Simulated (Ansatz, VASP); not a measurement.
**Cross-check of CdSe (Cadmoselite) between VASP and Ansatz**

Aim: how closely do two programs agree when they are given the same cell, functional and k mesh? The cell is taken from a series of runs on this material, whose earlier steps may have relaxed, scaled, displaced or heated it; both programs get it as it stands.

Program: Ansatz 0.2.0. Level of theory: plane waves, with VASP 6.6.1 beside it; relaxation of cell and atoms at LDA. Results are calculated unless marked as measured.

**1. The structure**

Symmetry: P6_3mc, No. 186, hexagonal system. Conventional cell: a = 4.248 Å, b = 4.248 Å, c = 6.941 Å, α = 90.00°, β = 90.00°, γ = 120.00°. Nearest to Se lie 4 Cd at 2.60 to 2.61 Å. Cd has 4 Se at 2.60 to 2.61 Å nearest. Farther neighbours and most contacts between anions are not listed.

Coordinates:

```cif
data_structure
_symmetry_space_group_name_H-M 'P6_3mc'
_symmetry_Int_Tables_number 186
_cell_length_a 4.2479
_cell_length_b 4.2479
_cell_length_c 6.9407
_cell_angle_alpha 90.000
_cell_angle_beta 90.000
_cell_angle_gamma 120.000
_cell_volume 108.47
loop_
_atom_site_label
_atom_site_type_symbol
_atom_site_symmetry_multiplicity
_atom_site_Wyckoff_symbol
_atom_site_fract_x
_atom_site_fract_y
_atom_site_fract_z
_atom_site_occupancy
Se1 Se 2 b 0.33333 0.66667 0.38024 1
Cd1 Cd 2 b 0.33333 0.66667 0.00476 1
```

**2. VASP: relaxation of cell and atoms, LDA**

The relaxed volume is the usual yardstick between codes: in a stiff, nearly cubic crystal its relative difference is about their pressure difference at one cell divided by the bulk modulus.

Lines of VASP's logs that name or quote its potential files are left out, and so is its time.

File INCAR:

```
SYSTEM = CdSe
PREC = Accurate
ENCUT = 500
EDIFF = 1E-07
NELM = 120
ISMEAR = 0
SIGMA = 0.01
LREAL = .FALSE.
ALGO = Normal
GGA = CA
NBANDS = 24
LORBIT = 11
LWAVE = .FALSE.
LCHARG = .FALSE.
ISIF = 3
IBRION = 2
NSW = 80
EDIFFG = -0.005
LASPH = .TRUE.
GGA_COMPAT = .FALSE.
NELMIN = 4
EFERMI = MIDGAP
```

File POSCAR:

```
CdSe
1.0
    4.2479450000      0.0000000000      0.0000000000
   -2.1239730000      3.6788280000      0.0000000000
    0.0000000000      0.0000000000      6.9406740000
Se Cd
2 2
Direct
    0.3333334118      0.6666666667      0.3802421782
    0.6666668236      0.3333333333      0.8802421782
    0.3333334118      0.6666666667      0.0047578953
    0.6666668236      0.3333333333      0.5047578953
```

File KPOINTS:

```
Automatic mesh
0
Gamma
9 9 6
0 0 0
```

Potentials, in the order of the species: Se and Cd (LDA family, release 64).

Started as:

```bash
mpirun -np 1 vasp_std
```

Numbers of over 12 decimals in the logs are rounded to 6 here.

What it wrote:

```text
[banner, memory and clock lines left out]
running    1 mpi-ranks, on    1 nodes
 distrk:  each k-point on    1 cores,    1 groups
 distr:  one band on    1 cores,    1 groups

 POSCAR found type information on POSCAR SeCd
 POSCAR found :  2 types and       4 ions
 LDA part: xc-table for (Slater(with rela. corr.)+CA(PZ))
 , standard interpolation
 POSCAR, INCAR and KPOINTS ok, starting setup
 FFT: planning ... GRIDC
 FFT: planning ... GRID_SOFT
 FFT: planning ... GRID
 WAVECAR not read
 entering main loop
       N       E                     dE             d eps       ncg     rms          rms(c)
DAV:   1     0.238361449465E+03    0.23836E+03   -0.16968E+04  2312   0.132E+03
DAV:   2    -0.226438903481E+01   -0.24063E+03   -0.23411E+03  2656   0.327E+02
DAV:   3    -0.141708536991E+02   -0.11906E+02   -0.11870E+02  2808   0.742E+01
DAV:   4    -0.142609719483E+02   -0.90118E-01   -0.90099E-01  2560   0.618E+00
DAV:   5    -0.142616491724E+02   -0.67722E-03   -0.67719E-03  2920   0.486E-01    0.954E+00
DAV:   6    -0.135730546420E+02    0.68859E+00   -0.13987E+00  3024   0.125E+01    0.731E+00
DAV:   7    -0.135281682742E+02    0.44886E-01   -0.53533E-01  2680   0.400E+00    0.250E+00
DAV:   8    -0.135194299684E+02    0.87383E-02   -0.71899E-02  2480   0.283E+00    0.373E-01
DAV:   9    -0.135187700558E+02    0.65991E-03   -0.87281E-03  2616   0.117E+00    0.109E-01
DAV:  10    -0.135186583624E+02    0.11169E-03   -0.65632E-04  2784   0.317E-01    0.456E-02
DAV:  11    -0.135186735524E+02   -0.15190E-04   -0.86172E-05  2480   0.684E-02    0.135E-02
DAV:  12    -0.135186713335E+02    0.22190E-05   -0.35747E-05  2792   0.697E-02    0.907E-03
DAV:  13    -0.135186705473E+02    0.78613E-06   -0.51916E-06  2584   0.282E-02    0.145E-03
DAV:  14    -0.135186705618E+02   -0.14446E-07   -0.47079E-07  2328   0.403E-03
   1 F= -.13518671E+02 E0= -.13518671E+02  d E =-.135187E+02
 curvature:   0.00 expect dE= 0.000E+00 dE for cont linesearch  0.000E+00
 trial: gam= 0.00000 g(F)=  0.536E-05 g(S)=  0.381E-02 ort = 0.000E+00 (trialstep = 0.100E+01)
 search vector abs. value=  0.382E-02
 bond charge predicted
       N       E                     dE             d eps       ncg     rms          rms(c)
DAV:   1    -0.135667684851E+02   -0.48098E-01   -0.10058E+00  2544   0.105E+01    0.165E+00
DAV:   2    -0.135246645993E+02    0.42104E-01   -0.11458E-01  2504   0.421E+00    0.570E-01
DAV:   3    -0.135206397588E+02    0.40248E-02   -0.10492E-02  2512   0.850E-01    0.507E-01
DAV:   4    -0.135198675744E+02    0.77218E-03   -0.94870E-04  2424   0.191E-01    0.817E-02
DAV:   5    -0.135197810344E+02    0.86540E-04   -0.31505E-04  2856   0.208E-01    0.246E-02
DAV:   6    -0.135197825132E+02   -0.14788E-05   -0.34167E-05  2400   0.489E-02    0.860E-03
DAV:   7    -0.135197825967E+02   -0.83521E-07   -0.57888E-07  2752   0.499E-03
   2 F= -.13519783E+02 E0= -.13519783E+02  d E =-.111203E-02
 trial-energy change:   -0.001112  1 .order   -0.001108   -0.003820    0.001603
 step:   0.7043(harm=  0.7043)  dis= 0.00018  next Energy=   -13.520016 (dE=-0.135E-02)
 bond charge predicted
       N       E                     dE             d eps       ncg     rms          rms(c)
DAV:   1    -0.135241568924E+02   -0.43744E-02   -0.87663E-02  2560   0.308E+00    0.472E-01
DAV:   2    -0.135204338894E+02    0.37230E-02   -0.10336E-02  2504   0.126E+00    0.161E-01
DAV:   3    -0.135200893050E+02    0.34458E-03   -0.95222E-04  2496   0.251E-01    0.142E-01
DAV:   4    -0.135200285305E+02    0.60774E-04   -0.81648E-05  2408   0.621E-02    0.209E-02
DAV:   5    -0.135200211284E+02    0.74021E-05   -0.29604E-05  2832   0.647E-02    0.889E-03
DAV:   6    -0.135200212410E+02   -0.11258E-06   -0.31714E-06  2376   0.151E-02    0.275E-03
DAV:   7    -0.135200212340E+02    0.69772E-08   -0.53276E-08  1424   0.154E-03
   3 F= -.13520021E+02 E0= -.13520021E+02  d E =-.135067E-02
 curvature:  -0.35 expect dE=-0.225E-06 dE for cont linesearch -0.473E-07
 trial: gam= 0.00000 g(F)=  0.387E-06 g(S)=  0.252E-06 ort =-0.227E-04 (trialstep = 0.941E+00)
 search vector abs. value=  0.639E-06
 reached required accuracy - stopping structural energy minimisation
```

OUTCAR, selected parts (step 2):

```text
ion  position               nearest neighbor table
   1  0.333  0.667  0.380-   4 2.60   4 2.60   4 2.60   3 2.61
   2  0.667  0.333  0.880-   3 2.60   3 2.60   3 2.60   4 2.61
   3  0.333  0.667  0.005-   2 2.60   2 2.60   2 2.60   1 2.61
   4  0.667  0.333  0.505-   1 2.60   1 2.60   1 2.60   2 2.61

  LATTYP: Found a hexagonal cell.
 ALAT       =     4.2479450000
 C/A-ratio  =     1.6338897985

 Subroutine GETGRP returns: Found 12 space group operations
 (whereof  6 operations were pure point group operations)

The static configuration has the point symmetry C_3v.
 The point group associated with its full space group is C_6v.

 Found     48 irreducible k-points:

   k-points           NKPTS =     48   k-points in BZ     NKDIM =     48   number of bands    NBANDS=     24

   dimension x,y,z NGX =    32 NGY =   32 NGZ =   54
   dimension x,y,z NGXF=    64 NGYF=   64 NGZF=  108

   ENCUT  =  500.0 eV  36.75 Ry    6.06 a.u.   7.74  7.74 12.65*2*pi/ulx,y,z

   NELECT =      36.0000    total number of electrons

 k-points in reciprocal lattice and weights: Automatic mesh
   0.00000000  0.00000000  0.00000000       0.002
   0.11111111 -0.00000000  0.00000000       0.012
   0.22222222  0.00000000  0.00000000       0.012
   0.33333333 -0.00000000  0.00000000       0.012
   0.44444444  0.00000000  0.00000000       0.012
   0.11111111  0.11111111  0.00000000       0.012
   0.22222222  0.11111111  0.00000000       0.025
   0.33333333  0.11111111  0.00000000       0.025
   0.44444444  0.11111111  0.00000000       0.012
[...]
0.33333333  0.22222222  0.50000000       0.025
   0.33333333  0.33333333  0.50000000       0.004

 average (electrostatic) potential at core
       1 -62.5392       2 -62.5392       3 -40.5594       4 -40.5594

 E-fermi :   1.2932

 k-point     1 :       0.0000    0.0000    0.0000
  band No.  band energies     occupation
    ...
     14       0.2346      2.00000
     15       0.2346      2.00000
     16       0.9918      2.00000
     17       1.0542      2.00000
     18       1.0542      2.00000
     19       1.5322      0.00000
     20       3.0962      0.00000
     21       6.7719      0.00000
     22       6.7719      0.00000
     23       7.0462      0.00000
    ...

 k-point     2 :       0.1111   -0.0000    0.0000
  band No.  band energies     occupation
    ...
     14      -0.3637      2.00000
     15       0.0666      2.00000
     16       0.0979      2.00000
     17       0.8954      2.00000
     18       0.9573      2.00000
     19       2.4436      0.00000
     20       3.6734      0.00000
     21       6.3600      0.00000
     22       6.9666      0.00000
     23       7.2204      0.00000
    ...

 k-point     3 :       0.2222    0.0000    0.0000
  band No.  band energies     occupation
    ...
     14      -1.3989      2.00000
     15      -0.9713      2.00000
     16      -0.3098      2.00000
     17       0.5914      2.00000
     18       0.7095      2.00000
     19       3.3588      0.00000
     20       4.3568      0.00000
     21       6.0457      0.00000
     22       6.9177      0.00000
     23       7.3183      0.00000
    ...

  Total       -0.0032235     -0.0032235      0.0003609      0.0000000     -0.0000000      0.0000000
  in kB       -0.0472239     -0.0472239      0.0052877      0.0000000     -0.0000000      0.0000000
  external PRESSURE =      -0.0297200 kB  Pullay stress =       0.0000000 kB

  energy-cutoff  :      500.00
  volume of cell :      109.36
      direct lattice vectors                 reciprocal lattice vectors
     4.259769927 -0.000000002  0.000000000     0.234754463  0.135535595 -0.000000000
    -2.129885466  3.689068686  0.000000000     0.000000000  0.271071125 -0.000000000
     0.000000000  0.000000000  6.959458084    -0.000000000 -0.000000000  0.143689349

 POSITION                                       TOTAL-FORCE (eV/Angst)
 -----------------------------------------------------------------------------------
     -0.00000      2.45938      2.64610         0.000000      0.000000     -0.001416
      2.12989      1.22969      6.12583         0.000000     -0.000000     -0.001416
     -0.00000      2.45938      0.03329        -0.000000     -0.000000      0.001416
      2.12989      1.22969      3.51302         0.000000     -0.000000      0.001416
 -----------------------------------------------------------------------------------
    total drift:                               -0.000395      0.000035      0.000712

  FREE ENERGIE OF THE ION-ELECTRON SYSTEM (eV)
  ---------------------------------------------------
  free  energy   TOTEN  =       -13.5200212340 eV

  energy  without entropy=      -13.5200212340  energy(sigma->0) =      -13.52002123

 reached required accuracy - stopping structural energy minimisation

 total charge
# of ion       s       p       d       tot
------------------------------------------
    1        1.449   2.391   0.025   3.865
    2        1.449   2.391   0.025   3.865
    3        0.462   0.335   9.544  10.342
    4        0.462   0.335   9.544  10.342
--------------------------------------------------
tot          3.822   5.453  19.139  28.414

[... 3 further parts left out ...]
```

The run keeps the 12 symmetry operations of its start, so it cannot find a distortion of lower symmetry.

**3. Ansatz: relaxation of cell and atoms, LDA**

Ansatz runs on its PAW soft_1 files.

The same cell, functional (in two slightly different forms) and mesh now go to Ansatz, which takes its cutoff from its data sets.

File input.yaml:

```yaml
crystal:
  lattice:
    - [4.2479450046, 0.0, 0.0]
    - [-2.1239725023, 3.6788282879, 0.0]
    - [0.0, 0.0, 6.9406742558]
  atoms:
    - { symbol: Se, position: [0.3333333333, 0.6666666667, 0.3802421051] }
    - { symbol: Se, position: [0.6666666667, 0.3333333333, 0.8802421051] }
    - { symbol: Cd, position: [0.3333333333, 0.6666666667, 0.0047578949] }
    - { symbol: Cd, position: [0.6666666667, 0.3333333333, 0.5047578949] }
kpoints:
  mp_grid: { grid: [9, 9, 6] }
hamiltonian:
  xc: lda
  pseudopotentials: { kind: paw, azcp: { folder: soft_1 }, xc_functional: pbe }
scf:
  occupations: { method: fixed }
output:
  forces: true
  stress: true
  eigenvalues: true
relax:
  adjacent_minimum: "off"
  f_tol: 0.001
  max_steps: 60
  cell: { stress_tol: 0.01 }
```

Started as:

```bash
ansatz run input.yaml --threads 8 --pin off --max-ram 16384MiB --backend cpu --events-out ev --progress --plain --runs-dir out
```

What it wrote:

```text
Engine: ansatz 0.2.0, x86_64-unknown-linux-gnu
Pseudopotentials: kind: paw
Pseudopotential: Se, paw, valence charge 16, recommended cutoff 420 eV (normal), soft_1/Se.paw.azcp
Pseudopotential: Cd, paw, valence charge 20, recommended cutoff 420 eV (normal), soft_1/Cd.paw.azcp
Functional definition: SPW92
  exchange = slater_x
  correlation = pw_c
Crystal: 4 atoms, lattice volume = 108.465 Å³
Basis set: ecut = 420 eV, 2093 PW (Γ)
Bands: 44, of which v1, the nominal top of the filled ones, is band 36 counted from 1 (35 counted from 0)
Symmetry: 12 space group operations
Space group: P63mc (ITA 186), of the structure as read, at distance tolerance 4.8e-5 Å
k-points: 48 of 486 (time reversal used)
Non-local potential: Se, projectors of the file, l = 0: 2, l = 1: 2, l = 2: 3, l = 3: 1
Non-local potential: Cd, projectors of the file, l = 0: 3, l = 1: 2, l = 2: 2, l = 3: 1
PAW form: soft (Blöchl's): semilocal exchange-correlation on the pseudo side does not see the compensation charge
PAW frozen core: Se, regenerated for the run's functional, and the local potential with it (the file was generated under x = pbe(κ = 0.804, μ = 0.219515), c = pbe(β = 0.066725))
PAW frozen core: Cd, regenerated for the run's functional, and the local potential with it (the file was generated under x = pbe(κ = 0.804, μ = 0.219515), c = pbe(β = 0.066725))
PAW one-centre angular grid: Se, 590 points (default); XC on 64 Gauss nodes
PAW one-centre angular grid: Cd, 590 points (default); XC on 64 Gauss nodes
Initial density: superposition of atomic densities (chi_scale 0.1, normalization cell, long waves kept (reshape's long-wave potential 0.00 eV rms))
Initial wavefunctions: pseudopotential atomic-orbital guess
Functional: x = slater, c = lda
SCF iter   1: F=—  HF=-27005.597319 eV  |F-HF|=—  |Δ(HF+E_count)|=         —  Δρ=4.74e-2  dr2=2.47e0  ethr=3.10e-3  ⟨swp⟩=4.8  Hψ=6444  notcnv=0  defer=280
preconditioner: auto → Resta (q_TF=auto, 2.548 Å⁻¹)  ε∞=3.8  [insulator: Δε(μ)=0.243 eV  Ē_g=12.885 eV  n_scr=34 (ndim 8)  ℏωp=21.4 eV  f_vac=0.146  ε∞_Penn≈3.8]
SCF iter   2: F=—  HF=-27004.718711 eV  |F-HF|=—  |Δ(HF+E_count)|=   8.79e-1  Δρ=1.79e-2  dr2=2.59e-1  ethr=3.10e-3  ⟨swp⟩=2.6  Hψ=3547  notcnv=0  defer=175
SCF iter   3: F=—  HF=-27004.612925 eV  |F-HF|=—  |Δ(HF+E_count)|=   1.06e-1  Δρ=7.54e-3  dr2=4.26e-2  ethr=3.59e-4  ⟨swp⟩=2.9  Hψ=3780  notcnv=0  defer=283
SCF iter   4: F=—  HF=-27004.599227 eV  |F-HF|=—  |Δ(HF+E_count)|=   1.37e-2  Δρ=9.49e-4  dr2=2.19e-3  ethr=5.91e-5  ⟨swp⟩=2.8  Hψ=3648  notcnv=0  defer=286
SCF iter   5: F=—  HF=-27004.598976 eV  |F-HF|=—  |Δ(HF+E_count)|=   2.51e-4  Δρ=5.02e-4  dr2=3.33e-4  ethr=3.04e-6  ⟨swp⟩=2.0  Hψ=3430  notcnv=0  defer=286
SCF iter   6: F=—  HF=-27004.598948 eV  |F-HF|=—  |Δ(HF+E_count)|=   2.74e-5  Δρ=1.89e-4  dr2=5.90e-5  ethr=4.62e-7  ⟨swp⟩=2.3  Hψ=3257  notcnv=0  defer=285
SCF iter   7: F=—  HF=-27004.598987 eV  |F-HF|=—  |Δ(HF+E_count)|=   3.89e-5  Δρ=3.00e-5  dr2=1.22e-6  ethr=8.20e-8  ⟨swp⟩=2.1  Hψ=2458  notcnv=0  defer=140
SCF iter   8: F=-27004.598988 eV  HF=-27004.598988 eV  |F-HF|=2.58e-8  |Δ(HF+E_count)|=   8.01e-7  Δρ=5.99e-6  dr2=5.41e-8  ethr=1.39e-10  ⟨swp⟩=9.3  Hψ=12848  notcnv=0
SCF 1 converged in 8 iterations: F = -27004.598988 eV  dr2 = 5.41e-8
  greatest PAW one-centre occupation: 1.001 electrons in one spin orbital (limit 2), on the Cd atom at site 3 (counted from 0), in its partial waves of l = 0
relax step   1: F+E_penalty+E_count = -27004.59898803 eV  Δ(F+E_penalty+E_count) = +0.000e0 eV  max|allowed force component| = 3.388e-3 eV/Å  Δτ_max = 0.0000 Å  P = -0.003 GPa  Ω = 108.465 Å³  (8 SCF iters, dr2 threshold 1.00e-7 eV, accepted)
[...]
relax step   2: F+E_penalty+E_count = -27004.59899154 eV  Δ(F+E_penalty+E_count) = -3.512e-6 eV  max|allowed force component| = 5.475e-4 eV/Å  Δτ_max = 0.0004 Å  P = +0.001 GPa  Ω = 108.458 Å³  energy of the carried Pulay correction = +8.440e-7 eV  (5 SCF iters, dr2 threshold 7.17e-10 eV, accepted)
[...]
relax step   3: F+E_penalty+E_count = -27004.59899101 eV  Δ(F+E_penalty+E_count) = +5.362e-7 eV  max|allowed force component| = 5.445e-4 eV/Å  Δτ_max = 0.0000 Å  P = +0.001 GPa  Ω = 108.458 Å³  stress off target by 1.69e-3 GPa  SCF on the basis re-selected at this cell (its energy is not comparable with the rows above)  (6 SCF iters)
basis re-selected at this cell: Δ(F+E_penalty+E_count) = +5.362e-7 eV, ΔP = -0.000 GPa vs the last step (what re-selecting the basis moved, of the pressure what is left beyond the Pulay correction that the steps carried, after the strain that the cell walked since its last selection, with what the two solves' SCF thresholds leave and, on support functions, any second-order correction that the steps lacked; it is no m [...]
SCF converged after 6 iterations
Free energy (F): -27004.598991 eV
Harris-Foulkes:  -27004.598991 eV  (|F-HF|=7.28e-12)
Internal energy: -27004.598991 eV  (E = F + TS)
E sigma→0 (E₀):  -27004.598991 eV
Fermi energy:    7.513966 eV
--- Per-component energies (eV) ---
  E_band       = -1787.886922
  E_kinetic    = 1106.107739
  E_local      = -13121.927490  (includes V_loc(G=0)·N_el)
  E_nonlocal   = -446.470752
  E_hartree    = 6376.923620
  E_xc         = -481.634904
  E_vxc        = -574.393158  (∫ρ·V_xc dr)
  E_paw        = -12017.636386  (= ΣΔE_a)
  E_vpaw       = -1505.050494  (= ΣTr[D̂ρ^β])
  E_aug_tail   = 0.000033  (compensation charges beyond the density's cutoff)
  E_ewald      = -8425.928711
  E_core_change = 5.967859  (= ΣΔE_core)
  E_smearing   = -0.000000  (= −TS)
  E_closure    = 0.000000  (closes the sum)
  Σ components = -27004.598991   (vs F -27004.598991, Δ=0.00e0)
--- Forces (eV/Å), atoms counted from 1 ---
  atom   1  Se     0.00000000    -0.00000000    -0.00054332
  atom   2  Se     0.00000000     0.00000000    -0.00054332
  atom   3  Cd    -0.00000000    -0.00000000     0.00054562
  atom   4  Cd     0.00000000     0.00000000     0.00054562
  max |Σ_I F_I| component: 4.60e-6 eV/Å
--- Stress (GPa, compression-positive) ---
        0.000281       0.000000       0.000000
        0.000000       0.000281      -0.000000
        0.000000      -0.000000       0.001686
  P = ⅓ Tr σ = 0.0007 GPa (0.007 kbar)
--- Band table (eV; the first three rows and the last of 48) ---
  k-point 0: bands = [... 32 lower, 6.6857, 7.4489, 7.5140, 7.5140, 7.9772, 9.5495, 13.2501, 13.2501, ... 4 higher]
  k-point 1: bands = [... 32 lower, 6.7364, 6.7364, 7.4529, 7.4529, 8.7052, 9.5949, 13.2675, 13.2908, ... 4 higher]
  k-point 2: bands = [... 32 lower, 6.8780, 6.8780, 7.2907, 7.2907, 9.4356, 9.7027, 12.9798, 13.4262, ... 4 higher]
  k-point 47: bands = [... 32 lower, 4.8623, 4.8623, 6.2825, 6.2825, 11.1458, 11.1458, 13.1285, 13.1285, ... 4 higher]
--- Relaxed structure (2 steps of the walk, 2 accepted, 1 SCFs on fresh bases) ---
  F+E_penalty+E_count = -27004.59899101 eV   max|allowed force component| = 5.445e-4 eV/Å   (the final SCF, on the basis selected at the relaxed cell)
  cell:  # Å, volume = 108.4578 Å³
    - [4.247688, 0, 0]
    - [-2.123844, 3.678606, 0]
    - [0, 0.0, 6.941043]
  atoms:
    - { symbol: Se, position: [0.333333, 0.666667, 0.380189] }
    - { symbol: Se, position: [0.666667, 0.333333, 0.880189] }
    - { symbol: Cd, position: [0.333333, 0.666667, 0.00481094] }
    - { symbol: Cd, position: [0.666667, 0.333333, 0.504811] }
```

**4. Side by side**

Known differences besides the potentials themselves: the two LDA forms differ slightly; fixed occupations in Ansatz, narrow Gaussian smearing in VASP; the data sets hold 72 valence electrons in Ansatz (on its PAW soft_1 files) and 36 in VASP; the cutoff is 420 eV in Ansatz and 500 eV in VASP; VASP's log shows a relativistic correction to its local exchange, Ansatz's none; Ansatz adds a Pulay correction to the stress that steers its cell, VASP none. Total energies have different zeros and are not compared.

The two programs side by side:

| quantity | Ansatz | VASP | difference |
| --- | --- | --- | --- |
| volume (Å³) | 108.46 | 109.36 | -0.83 % |
| edge a after relaxation, in the typed setting (Å) | 4.248 | 4.260 | -0.28 % |
| edge c after relaxation, in the typed setting (Å) | 6.941 | 6.960 | -0.27 % |

**5. Results**

| Quantity | Value |
| --- | --- |
| difference in volume (relaxation of cell and atoms, LDA) | -0.83 % |

What this shows: The difference in volume is -0.83 % (relaxation of cell and atoms, LDA), within the 1.2 % picked in this series as the mark of a large difference, as far as the stopping tolerances let one tell. The data sets hold unlike numbers of valence electrons (72 in Ansatz and 36 in VASP), so part of the differences comes from the potentials. How closely two codes agree says nothing of how well the functional describes the real material.

[Lines on the potential files, build, host, timing and source positions are cut from VASP's logs without a mark.]

[Logs are printed without paths, hosts, clocks, repeated set-up lines and the standing remarks that a program may print on its own settings, such as how far it seeks lower states.]

[Hosts, paths, dates, database ids (printed as entryN), source tags and the programs' standing remarks are cut or masked in the printed files.]
